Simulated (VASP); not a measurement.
Computed with PBEsol GGA, VASP's PBE PAW potentials (set 64) (plane waves; VASP).

VASP ran on this input.

INCAR:
```
! general
SYSTEM  =  BP
PREC    =  Accurate
ENCUT   =  520
LREAL   =  .FALSE.   ! projection in real space or not
LASPH   =  .TRUE.

! electronic loop
EDIFF   =  1E-6   ! SCF stop (eV)
NELM    =  100
ALGO    =  Normal   ! blocked Davidson

! smearing
ISMEAR  =  0   ! Gaussian
SIGMA   =  0.05

! functional
GGA     =  PS

! ions
IBRION  =  2
NSW     =  60
ISIF    =  3   ! ions, shape and volume
EDIFFG  =  -0.01   ! ionic stop

! output
LWAVE   =  .FALSE.
LCHARG  =  .FALSE.
```

File KPOINTS:
```
Automatic mesh
0
Gamma
9 9 9
0 0 0
```

**POSCAR**
```
BP
1
    0.0000000000     2.2054780000     2.2054780000
    2.2054780000     0.0000000000     2.2054780000
    2.2054780000     2.2054780000     0.0000000000
B P
1 1
Direct
  0.0000000000   0.0000000000   0.0000000000
  0.2500000000   0.2500000000   0.2500000000
```

POTCAR, in this order: B P (PBE.64 set). Program: vasp_std.

What VASP printed:

File OSZICAR:
```
       N       E                     dE             d eps       ncg     rms          rms(c)
DAV:   1     0.781004063780E+01    0.78100E+01   -0.41567E+03   560   0.903E+02
DAV:   2    -0.142760318780E+02   -0.22086E+02   -0.21308E+02   848   0.113E+02
DAV:   3    -0.145034691937E+02   -0.22744E+00   -0.22744E+00   672   0.148E+01
DAV:   4    -0.145039901147E+02   -0.52092E-03   -0.52092E-03   896   0.649E-01
DAV:   5    -0.145039902220E+02   -0.10729E-06   -0.10729E-06   688   0.101E-02    0.795E+00
DAV:   6    -0.137409776450E+02    0.76301E+00   -0.18274E+00   600   0.760E+00    0.428E+00
DAV:   7    -0.136126920103E+02    0.12829E+00   -0.37582E-01   848   0.370E+00    0.129E+00
DAV:   8    -0.136023481342E+02    0.10344E-01   -0.30457E-02   584   0.122E+00    0.220E-01
DAV:   9    -0.136024612392E+02   -0.11310E-03   -0.50174E-04   816   0.215E-01    0.126E-01
DAV:  10    -0.136025105900E+02   -0.49351E-04   -0.11522E-04   600   0.799E-02    0.209E-02
DAV:  11    -0.136025145244E+02   -0.39345E-05   -0.42156E-06   824   0.183E-02    0.282E-02
DAV:  12    -0.136025147928E+02   -0.26833E-06   -0.13208E-06   336   0.719E-03
   1 F= -.13602515E+02 E0= -.13602515E+02  d E =-.136025E+02
       N       E                     dE             d eps       ncg     rms          rms(c)
DAV:   1    -0.137988584110E+02   -0.19634E+00   -0.52882E+00   616   0.175E+01    0.270E+00
DAV:   2    -0.136642743812E+02    0.13458E+00   -0.30584E-01   696   0.342E+00    0.142E+00
DAV:   3    -0.136304409770E+02    0.33833E-01   -0.73093E-02   672   0.156E+00    0.308E-01
DAV:   4    -0.136273237859E+02    0.31172E-02   -0.42003E-03   688   0.448E-01    0.240E-01
DAV:   5    -0.136269613339E+02    0.36245E-03   -0.51844E-04   776   0.160E-01    0.138E-01
DAV:   6    -0.136269480865E+02    0.13247E-04   -0.13255E-05   648   0.294E-02    0.942E-03
DAV:   7    -0.136269480701E+02    0.16390E-07   -0.12693E-06   472   0.695E-03
   2 F= -.13626948E+02 E0= -.13626948E+02  d E =-.244333E-01
       N       E                     dE             d eps       ncg     rms          rms(c)
DAV:   1    -0.137083534463E+02   -0.81405E-01   -0.11582E+00   648   0.857E+00    0.131E+00
DAV:   2    -0.136804091778E+02    0.27944E-01   -0.57415E-02   720   0.150E+00    0.675E-01
DAV:   3    -0.136729116469E+02    0.74975E-02   -0.16278E-02   664   0.734E-01    0.204E-01
DAV:   4    -0.136723956857E+02    0.51596E-03   -0.60323E-04   712   0.180E-01    0.156E-01
DAV:   5    -0.136722998560E+02    0.95830E-04   -0.16526E-04   744   0.898E-02    0.689E-02
DAV:   6    -0.136723006728E+02   -0.81682E-06   -0.38442E-06   616   0.161E-02
   3 F= -.13672301E+02 E0= -.13672301E+02  d E =-.697859E-01
```

File OUTCAR:
```
------------------------ aborting loop because EDIFF is reached ----------------------------------------
  FORCE on cell =-STRESS in cart. coord.  units (eV):
  Direction    XX          YY          ZZ          XY          YZ          ZX
  --------------------------------------------------------------------------------------
  Total       -0.0115703     -0.0115703     -0.0115703      0.0000000      0.0000000      0.0000000
  in kB       -0.8019259     -0.8019259     -0.8019259      0.0000000      0.0000000      0.0000000
  external PRESSURE =      -0.8019259 kB  Pullay stress =       0.0000000 kB
  volume of cell :       23.12
      direct lattice vectors                 reciprocal lattice vectors
    -0.000000000  2.260982099  2.260982099    -0.221142839  0.221142839  0.221142839
     2.260982099 -0.000000000  2.260982099     0.221142839 -0.221142839  0.221142839
     2.260982099  2.260982099  0.000000000     0.221142839  0.221142839 -0.221142839
  FREE ENERGIE OF THE ION-ELECTRON SYSTEM (eV)
  ---------------------------------------------------
  free  energy   TOTEN  =       -13.6723006728 eV

  energy  without entropy=      -13.6723006728  energy(sigma->0) =      -13.67230067

 reached required accuracy - stopping structural energy minimisation
```
(Selected blocks of OUTCAR.)

CONTCAR:
```
BP
   1.00000000000000
    -0.0000000000000000    2.2609820988765166    2.2609820988765166
     2.2609820988765166   -0.0000000000000000    2.2609820988765166
     2.2609820988765166    2.2609820988765166    0.0000000000000000
  B               P
     1     1
Direct
     0.0000000000000000    0.0000000000000000    0.0000000000000000
     0.2500000000000000    0.2500000000000000    0.2500000000000000
```

Energy and stress use the plane-wave basis of the starting cell.

The structure was generated: BP was put into the zinc blende type (F-43m), which need not be its known phase. This run relaxes it. Symmetry was kept, so distortions that lower it aren't found.
